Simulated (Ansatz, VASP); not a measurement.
**Cross-check of Ir (Ir wire along [110], 19 atoms a period) between VASP and Ansatz**

One calculation is typed for both programs; each brings its own data sets. How far apart do they land? Of the first pair: The structure shown is the start of the Ansatz relaxation below; VASP solves that cell, so the two are compared at the walk's first step.

Method: plane waves, with VASP 6.6.1 beside it; PBE, in Ansatz 0.2.0.

## 1. The structure

The cell holds 19 atoms: 19 Ir. Cell: a = 14.540 Å, b = 17.746 Å, c = 2.737 Å, α = 90.0°, β = 90.0°, γ = 90.0°. Vacuum lies along a and b. The structure's axis is c.

## 2. Ansatz: relaxation, PBE

Ansatz runs on its PAW soft_1 files.

The two programs are compared at the cell with which this relaxation starts, whose forces are those of its first step.

input.yaml reads:

```yaml
crystal:
  lattice:
    - [14.54, 0.0, 0.0]
    - [0.0, 17.746, 0.0]
    - [0.0, 0.0, 2.7365032432]
  atoms:
    - { symbol: Ir, position: [0.233837689, 0.345796419, 0.0] }
    - { symbol: Ir, position: [0.233837689, 0.500000366, 0.0] }
    - { symbol: Ir, position: [0.5, 0.345796419, 0.0] }
    - { symbol: Ir, position: [0.5, 0.191592472, 0.0] }
    - { symbol: Ir, position: [0.5, 0.500000366, 0.0] }
    - { symbol: Ir, position: [0.766162311, 0.345796419, 0.0] }
    - { symbol: Ir, position: [0.766162311, 0.500000366, 0.0] }
    - { symbol: Ir, position: [0.366918845, 0.268694445, 0.5] }
    - { symbol: Ir, position: [0.366918845, 0.422898392, 0.5] }
    - { symbol: Ir, position: [0.366918845, 0.577102339, 0.5] }
    - { symbol: Ir, position: [0.366918845, 0.731306286, 0.5] }
    - { symbol: Ir, position: [0.633081155, 0.268694445, 0.5] }
    - { symbol: Ir, position: [0.633081155, 0.422898392, 0.5] }
    - { symbol: Ir, position: [0.633081155, 0.577102339, 0.5] }
    - { symbol: Ir, position: [0.633081155, 0.731306286, 0.5] }
    - { symbol: Ir, position: [0.233837689, 0.654204312, 0.0] }
    - { symbol: Ir, position: [0.5, 0.654204312, 0.0] }
    - { symbol: Ir, position: [0.5, 0.808408259, 0.0] }
    - { symbol: Ir, position: [0.766162311, 0.654204312, 0.0] }
kpoints:
  mp_grid: { grid: [1, 1, 30] }
scf:
  occupations: { method: fermi_dirac, width: 0.05 }
hamiltonian:
  xc: pbe
  pseudopotentials: { kind: paw, azcp: { folder: soft_1 } }
relax:
  cell: { fix: [a, b, alpha, beta, gamma] }
  max_steps: 45
  f_tol: 0.03
```

On the command line:

```sh
> ansatz run input.yaml --threads 4 --pin off --max-ram 16384MiB --backend cpu --events-out ev --progress --plain --runs-dir out
```

Numbers of over 12 decimals in the logs are rounded to 6 here.

What it wrote:

```text
Engine: ansatz 0.2.0, aarch64-unknown-linux-gnu
Pseudopotentials: kind: paw
Pseudopotential: Ir, paw, valence charge 17, recommended cutoff 420 eV (normal), soft_1/Ir.paw.azcp
Functional definition: PBE
  parameter kappa = 0.804
  parameter beta = 0.066725
  exchange = pbe_x(kappa = kappa, mu = beta*pi^2/3)
  correlation = pbe_c(beta = beta)
Crystal: 19 atoms, lattice volume = 706.091 Å³
Basis set: ecut = 420 eV, 13883 PW (Γ), exchange–correlation on 200×240×40 points (8 copies of the dense FFT grid, shifted against one another)
Bands: 194, of which v1, the nominal top of the filled ones, is band 162 counted from 1 (161 counted from 0)
Symmetry: 8 space group operations
Space group: Pmmm (ITA 47), of the structure as read, at distance tolerance 8.9e-5 Å
k-points: 16 of 30
Non-local potential: Ir, projectors of the file, l = 0: 3, l = 1: 2, l = 2: 2, l = 3: 1
PAW form: soft (Blöchl's): semilocal exchange-correlation on the pseudo side does not see the compensation charge
PAW one-centre angular grid: Ir, 590 points (default); XC on 64 Gauss nodes
Initial density: superposition of atomic densities (neutral atoms: chi_scale 0, normalization atom)
Initial wavefunctions: pseudopotential atomic-orbital guess
Functional: x = pbe(κ = 0.804, μ = 0.219515), c = pbe(β = 0.066725)
SCF iter   1: F=—  HF=-226784.921406 eV  |F-HF|=—  |Δ(HF+E_count)|=         —  Δρ=3.13e-2  dr2=1.36e1  ethr=3.10e-3  ⟨swp⟩=7.6  Hψ=12863  notcnv=0  defer=54
preconditioner: auto → LDOS  [metal: Δε(μ)=0.006 eV  Ē_g=5.574 eV  σ=0.050 eV  W_gap=0.03  n_scr=132 (ndim 8)  ℏωp=18.3 eV  f_vac=0.496  D(μ)=35.90/eV (n_scr^D=356)  β→1.0]
SCF iter   2: F=—  HF=-226784.957101 eV  |F-HF|=—  |Δ(HF+E_count)|=   3.57e-2  Δρ=3.03e-2  dr2=1.34e1  ethr=3.10e-3  ⟨swp⟩=3.0  Hψ=7745  notcnv=0  defer=136
SCF iter   3: F=—  HF=-226781.955409 eV  |F-HF|=—  |Δ(HF+E_count)|=    3.00e0  Δρ=3.98e-3  dr2=3.33e-1  ethr=3.10e-3  ⟨swp⟩=2.1  Hψ=4914  notcnv=0  defer=141
SCF iter   4: F=—  HF=-226781.914646 eV  |F-HF|=—  |Δ(HF+E_count)|=   4.08e-2  Δρ=2.38e-3  dr2=7.93e-2  ethr=1.03e-4  ⟨swp⟩=3.1  Hψ=7320  notcnv=0  defer=138
SCF iter   5: F=—  HF=-226781.903303 eV  |F-HF|=—  |Δ(HF+E_count)|=   1.13e-2  Δρ=8.33e-4  dr2=8.03e-3  ethr=2.46e-5  ⟨swp⟩=2.1  Hψ=5279  notcnv=0  defer=138
SCF iter   6: F=—  HF=-226781.903593 eV  |F-HF|=—  |Δ(HF+E_count)|=   2.91e-4  Δρ=3.40e-4  dr2=2.25e-3  ethr=2.48e-6  ⟨swp⟩=3.2  Hψ=5421  notcnv=0  defer=138
SCF iter   7: F=—  HF=-226781.903413 eV  |F-HF|=—  |Δ(HF+E_count)|=   1.80e-4  Δρ=1.12e-4  dr2=3.86e-4  ethr=6.96e-7  ⟨swp⟩=2.0  Hψ=4124  notcnv=0  defer=138
SCF iter   8: F=—  HF=-226781.903429 eV  |F-HF|=—  |Δ(HF+E_count)|=   1.57e-5  Δρ=5.85e-5  dr2=6.95e-5  ethr=1.19e-7  ⟨swp⟩=2.1  Hψ=4323  notcnv=0  defer=138
SCF iter   9: F=—  HF=-226781.902180 eV  |F-HF|=—  |Δ(HF+E_count)|=   1.25e-3  Δρ=2.57e-5  dr2=1.87e-5  ethr=2.15e-8  ⟨swp⟩=2.5  Hψ=4557  notcnv=0  defer=138
SCF iter  10: F=—  HF=-226781.902180 eV  |F-HF|=—  |Δ(HF+E_count)|=   6.35e-8  Δρ=1.45e-5  dr2=3.82e-6  ethr=5.79e-9  ⟨swp⟩=2.0  Hψ=4043  notcnv=0  defer=138
SCF iter  11: F=—  HF=-226781.902180 eV  |F-HF|=—  |Δ(HF+E_count)|=   5.55e-8  Δρ=5.58e-6  dr2=9.95e-7  ethr=1.18e-9  ⟨swp⟩=2.1  Hψ=4318  notcnv=0  defer=138
SCF iter  12: F=-226781.902180 eV  HF=-226781.902180 eV  |F-HF|=1.60e-9  |Δ(HF+E_count)|=   3.88e-8  Δρ=1.67e-6  dr2=2.47e-8  ethr=3.10e-11  ⟨swp⟩=3.8  Hψ=12218  notcnv=0
SCF 1 converged in 12 iterations: F = -226781.902180 eV  dr2 = 2.47e-8
  greatest PAW one-centre occupation: 1.000 electrons in one spin orbital (limit 2), on the Ir atom at site 4 (counted from 0), in its partial waves of l = 0
relax step   1: F+E_penalty+E_count = -226781.90217980 eV  Δ(F+E_penalty+E_count) = +0.000e0 eV  max|allowed force component| = 1.763e0 eV/Å  Δτ_max = 0.0000 Å  P = -6.487 GPa  Ω = 706.091 Å³  fix = [a, b, alpha, beta, gamma]  reactions: a -5.792, b -5.950 GPa  (12 SCF iters, dr2 threshold 1.00e-7 eV, accepted)
[...]
relax step   4: F+E_penalty+E_count = -226783.01843346 eV  Δ(F+E_penalty+E_count) = -1.327e-2 eV  max|allowed force component| = 5.656e-2 eV/Å  Δτ_max = 0.0119 Å  P = -0.041 GPa  Ω = 690.586 Å³  energy of the carried Pulay correction = +2.940e-3 eV  fix = [a, b, alpha, beta, gamma]  reactions: a -0.051, b -0.034 GPa  (7 SCF iters, dr2 threshold 1.90e-6 eV, accepted)
[...]
relax step   5: F+E_penalty+E_count = -226783.01903565 eV  Δ(F+E_penalty+E_count) = -6.022e-4 eV  max|allowed force component| = 1.307e-2 eV/Å  Δτ_max = 0.0030 Å  P = -0.013 GPa  Ω = 690.478 Å³  energy of the carried Pulay correction = +2.960e-3 eV  fix = [a, b, alpha, beta, gamma]  reactions: a -0.044, b -0.001 GPa  (6 SCF iters, dr2 threshold 2.00e-7 eV, accepted)
[...]
relax step   6: F+E_penalty+E_count = -226783.01549560 eV  Δ(F+E_penalty+E_count) = +3.540e-3 eV  max|allowed force component| = 1.315e-2 eV/Å  Δτ_max = 0.0000 Å  P = -0.007 GPa  Ω = 690.478 Å³  fix = [a, b, alpha, beta, gamma]  reactions: a -0.039, b +0.003 GPa  stress off target by 1.57e-2 GPa on what of the cell is left free  SCF on the basis re-selected at this cell (its energy is not comparable with the rows above)  (7 SCF iters)
basis re-selected at this cell: Δ(F+E_penalty+E_count) = +3.540e-3 eV, ΔP = +0.006 GPa vs the last step (what re-selecting the basis moved, of the pressure what is left beyond the Pulay correction that the steps carried, after the strain that the cell walked since its last selection, with what the two solves' SCF thresholds leave and, on support functions, any second-order correction that the steps lacked; it is no measure of the basis error at this ecutwfc). The dense FFT grid was sized anew with the basis: this SCF ran on 100×120×18 points, the steps before it on 100×120×20, so part of this shift can come from that change (see relax.cell in the input reference). [rest of the remark cut]
SCF converged after 7 iterations
Free energy (F): -226783.015496 eV
Harris-Foulkes:  -226783.015496 eV  (|F-HF|=5.82e-11)
Internal energy: -226782.766222 eV  (E = F + TS)
E sigma→0 (E₀):  -226782.890859 eV
Entropy (-TS):   -0.249274 eV (-13.120 meV/atom)
Fermi energy:    6.785324 eV
--- Per-component energies (eV) ---
  E_band       = -7556.852424
  E_kinetic    = 10246.446038
  E_local      = -242351.428158  (includes V_loc(G=0)·N_el)
  E_nonlocal   = 3618.080331
  E_hartree    = 115558.408354
  E_xc         = -4355.930898
  E_vxc        = -4850.810145  (∫ρ·V_xc dr)
  E_paw        = -176041.470710  (= ΣΔE_a)
  E_vpaw       = -5335.963284  (= ΣTr[D̂ρ^β])
  E_aug_tail   = 0.006611  (compensation charges beyond the density's cutoff)
  E_ewald      = 66543.122212
  E_smearing   = -0.249274  (= −TS)
  E_closure    = -0.000000  (closes the sum)
  Σ components = -226783.015496   (vs F -226783.015496, Δ=0.00e0)
--- Forces (eV/Å), atoms counted from 1 ---
  atom   1  Ir     0.00727266    -0.00666904     0.00000000
  atom   2  Ir     0.00134682     0.00000000     0.00000000
  atom   3  Ir     0.00000000    -0.00693933     0.00000000
  atom   4  Ir    -0.00000000     0.00204087    -0.00000000
  atom   5  Ir     0.00000000    -0.00000000     0.00000000
  atom   6  Ir    -0.00727266    -0.00666904    -0.00000000
  atom   7  Ir    -0.00134682    -0.00000000    -0.00000000
  atom   8  Ir    -0.01314848     0.00293255    -0.00000000
  atom   9  Ir    -0.00059391     0.00452457    -0.00000000
  atom  10  Ir    -0.00059391    -0.00452457    -0.00000000
  atom  11  Ir    -0.01314848    -0.00293255    -0.00000000
  atom  12  Ir     0.01314848     0.00293255     0.00000000
  atom  13  Ir     0.00059391     0.00452457     0.00000000
  atom  14  Ir     0.00059391    -0.00452457     0.00000000
  atom  15  Ir     0.01314848    -0.00293255     0.00000000
  atom  16  Ir     0.00727266     0.00666904     0.00000000
  atom  17  Ir     0.00000000     0.00693933    -0.00000000
  atom  18  Ir     0.00000000    -0.00204087     0.00000000
  atom  19  Ir    -0.00727266     0.00666904    -0.00000000
  max |Σ_I F_I| component: 2.60e-18 eV/Å
--- Stress (GPa, compression-positive) ---
       -0.039146       0.000000      -0.000000
        0.000000       0.003413      -0.000000
       -0.000000      -0.000000       0.015678
  P = ⅓ Tr σ = -0.0067 GPa (-0.067 kbar)
--- Relaxed structure (5 steps of the walk, 5 accepted, 1 SCFs on fresh bases) ---
  F+E_penalty+E_count = -226783.01549560 eV   max|allowed force component| = 1.315e-2 eV/Å   (the final SCF, on the basis selected at the relaxed cell)
  cell:  # Å, volume = 690.4785 Å³
    - [14.54, 0, 0]
    - [0, 17.746, 0]
    - [0, 0, 2.675995]
  atoms:
    - { symbol: Ir, position: [0.240796, 0.347706, -2.052266352625716e-18] }
    - { symbol: Ir, position: [0.236812, 0.500000, -8.771803035569658e-19] }
    - { symbol: Ir, position: [0.500000, 0.348368, 0] }
    - { symbol: Ir, position: [0.500000, 0.201156, 0] }
    - { symbol: Ir, position: [0.500000, 0.500000, 0] }
    - { symbol: Ir, position: [0.759204, 0.347706, 2.0522663526257164e-18] }
    - { symbol: Ir, position: [0.763188, 0.500000, 8.771803035569664e-19] }
    - { symbol: Ir, position: [0.366943, 0.271066, 0.500000] }
    - { symbol: Ir, position: [0.366686, 0.424368, 0.500000] }
    - { symbol: Ir, position: [0.366686, 0.575632, 0.500000] }
    - { symbol: Ir, position: [0.366943, 0.728934, 0.500000] }
    - { symbol: Ir, position: [0.633057, 0.271066, 0.500000] }
    - { symbol: Ir, position: [0.633314, 0.424368, 0.500000] }
    - { symbol: Ir, position: [0.633314, 0.575632, 0.500000] }
    - { symbol: Ir, position: [0.633057, 0.728934, 0.500000] }
    - { symbol: Ir, position: [0.240796, 0.652294, -2.0522663526257164e-18] }
    - { symbol: Ir, position: [0.500000, 0.651632, 0] }
    - { symbol: Ir, position: [0.500000, 0.798844, 0] }
    - { symbol: Ir, position: [0.759204, 0.652294, 2.0522663526257164e-18] }
```

In the SCF lines HF is the Harris–Foulkes energy and dr2 the Hartree energy of the density residual, in eV; the loop may stop once dr2 is under the threshold and the program's other checks hold. Hψ counts applications of the Hamiltonian.

(Continued in part 2 of 3.)

[Lines on the potential files, build, host, timing and source positions are cut from VASP's logs without a mark.]

[Logs are printed without paths, hosts, clocks, repeated set-up lines and the standing remarks that a program may print on its own settings, such as how far it seeks lower states.]

[Hosts, paths, dates, database ids (printed as entryN), source tags and the programs' standing remarks are cut or masked in the printed files.]
